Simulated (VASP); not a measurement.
OSZICAR of a VASP run on Gd (hcp):

**OSZICAR**
```
       N       E                     dE             d eps       ncg     rms          rms(c)
DAV:   1    -0.159996313406E+02   -0.16000E+02   -0.88783E+03  1456   0.120E+03
DAV:   2    -0.620920174195E+02   -0.46092E+02   -0.44884E+02  1601   0.233E+02
DAV:   3    -0.637413384583E+02   -0.16493E+01   -0.15831E+01  1987   0.270E+01
DAV:   4    -0.637842815671E+02   -0.42943E-01   -0.42793E-01  2145   0.404E+00
DAV:   5    -0.637866116086E+02   -0.23300E-02   -0.23254E-02  2262   0.520E-01    0.271E+01
DAV:   6    -0.615343656136E+02    0.22522E+01   -0.37502E-01  1801   0.656E+00    0.148E+01
DAV:   7    -0.600387615870E+02    0.14956E+01   -0.57312E-01  1691   0.729E+00    0.147E+00
DAV:   8    -0.612020448225E+02   -0.11633E+01   -0.61008E-01  1681   0.671E+00    0.370E+00
DAV:   9    -0.612976905596E+02   -0.95646E-01   -0.33458E-02  2103   0.149E+00    0.167E+00
DAV:  10    -0.612712128326E+02    0.26478E-01   -0.33947E-03  2284   0.271E-01    0.177E+00
DAV:  11    -0.612619137683E+02    0.92991E-02   -0.62826E-05  2070   0.792E-02    0.183E+00
DAV:  12    -0.612035176064E+02    0.58396E-01   -0.20773E-01  1476   0.532E+00    0.964E-01
DAV:  13    -0.612037746294E+02   -0.25702E-03   -0.18574E-03  1926   0.410E-01    0.104E+00
DAV:  14    -0.612038567394E+02   -0.82110E-04   -0.23678E-04  1766   0.141E-01    0.963E-01
DAV:  15    -0.612040552547E+02   -0.19852E-03   -0.33820E-05  1867   0.524E-02    0.102E+00
DAV:  16    -0.612042315142E+02   -0.17626E-03   -0.41131E-05  1661   0.741E-02    0.763E-01
DAV:  17    -0.612038364249E+02    0.39509E-03   -0.35421E-04  1541   0.205E-01    0.434E-01
DAV:  18    -0.612040095485E+02   -0.17312E-03   -0.30520E-05  1756   0.727E-02    0.374E-01
DAV:  19    -0.612038732056E+02    0.13634E-03   -0.11340E-04  1541   0.925E-02    0.196E-01
DAV:  20    -0.612045620039E+02   -0.68880E-03   -0.45451E-04  1516   0.202E-01    0.464E-01
DAV:  21    -0.612045232951E+02    0.38709E-04   -0.23334E-05  2374   0.381E-02    0.533E-01
DAV:  22    -0.612045452256E+02   -0.21930E-04   -0.46666E-05  1516   0.788E-02    0.569E-01
DAV:  23    -0.612046383211E+02   -0.93095E-04   -0.62513E-05  1606   0.606E-02    0.595E-01
DAV:  24    -0.612045109716E+02    0.12735E-03   -0.22467E-04  1486   0.143E-01    0.393E-01
DAV:  25    -0.612045606946E+02   -0.49723E-04   -0.68996E-05  1836   0.100E-01    0.157E-01
DAV:  26    -0.612045749234E+02   -0.14229E-04   -0.15153E-05  1657   0.435E-02    0.111E-01
DAV:  27    -0.612045986233E+02   -0.23700E-04   -0.28621E-05  1531   0.462E-02    0.284E-02
DAV:  28    -0.612045860756E+02    0.12548E-04   -0.45805E-06  2279   0.221E-02    0.171E-02
DAV:  29    -0.612045867245E+02   -0.64884E-06   -0.29828E-06  1516   0.239E-02    0.543E-03
DAV:  30    -0.612045848085E+02    0.19159E-05   -0.12179E-06  1626   0.123E-02    0.378E-03
DAV:  31    -0.612045857530E+02   -0.94444E-06   -0.76644E-08  1028   0.369E-03    0.218E-03
DAV:  32    -0.612045860464E+02   -0.29338E-06   -0.12688E-08   823   0.114E-03    0.141E-04
DAV:  33    -0.612045857356E+02    0.31076E-06   -0.16771E-08   788   0.170E-03    0.128E-04
DAV:  34    -0.612045857106E+02    0.24958E-07   -0.20754E-09   778   0.545E-04
   1 F= -.60798143E+02 E0= -.60798701E+02  d E =-.607981E+02
```

### Question
Which electronic solver shows in the log?

### Answer
It is blocked Davidson (ALGO = Normal, or the opening steps of other solvers). The INCAR had ALGO = Normal.

### Question
Can the final energy be trusted as converged?

### Answer
The run converged. It stopped with EDIFF = 1E-7, NELM = 100, NSW = 40 and EDIFFG = -0.01 after 1 ionic step (r2SCAN meta-GGA, plane waves, VASP's PBE PAW potentials (set 64)). The 4f electrons are frozen in the core of the lanthanide potential, so 4f levels, which can set the real gap, and their magnetism are missing.

The compound is Gd in the hcp structure. It was relaxed first under an external pressure of 1 GPa.
